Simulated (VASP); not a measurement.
A convergence study with VASP on LiBr (rock salt): one setting is varied, all else stays as given below, so the limit is that of these other settings.

```xyz
2
Lattice="0.0000 2.7500 2.7500 2.7500 0.0000 2.7500 2.7500 2.7500 0.0000" Properties=species:S:1:pos:R:3 pbc="T T T"
Li     0.0000     0.0000     0.0000
Br     2.7500     2.7500     2.7500
```

All values below come from PBE GGA, VASP's PBE PAW potentials (set 64) (plane waves; VASP). The tightest run used: 700 eV cut-off, 13×13×13 Monkhorst-Pack mesh, Gaussian smearing of 0.050 eV, potentials Li_sv Br.

Task: The settings run are 1×1×1 mesh; 2×2×2 mesh; 3×3×3 mesh; 4×4×4 mesh; 5×5×5 mesh; 6×6×6 mesh; 7×7×7 mesh; 8×8×8 mesh; 9×9×9 mesh; 10×10×10 mesh; 11×11×11 mesh; 12×12×12 mesh; 13×13×13 mesh. From which on does the stress (every component) stay within 0.1 GPa of the tightest run?

Result: From 4×4×4 mesh on: it is off by 0.00 there and by no more than 0.1 in any finer run, while 3×3×3 mesh is off by 0.81.
```tsv
setting	E (eV/atom)	pressure (GPa)	irreducible k-points	difference judged (GPa)
1×1×1 mesh	0.3200	40.17	1	40.09
2×2×2 mesh	-3.3194	0.10	2	0.02
3×3×3 mesh	-3.2846	0.89	4	0.81
4×4×4 mesh	-3.3211	0.08	10	0.00
5×5×5 mesh	-3.3202	0.11	10	0.03
6×6×6 mesh	-3.3211	0.08	28	0.00
7×7×7 mesh	-3.3210	0.09	20	0.00
8×8×8 mesh	-3.3211	0.08	60	0.00
9×9×9 mesh	-3.3211	0.08	35	0.00
10×10×10 mesh	-3.3211	0.08	110	0.00
11×11×11 mesh	-3.3211	0.08	56	0.00
12×12×12 mesh	-3.3211	0.08	182	0.00
13×13×13 mesh	-3.3211	0.08	84	0.00
```

Left out are rungs that failed or repeat a setting and relaxations that didn't move; long series are thinned to 24 rows.

The compound is LiBr in the rock salt structure. The cell was not relaxed at this level.
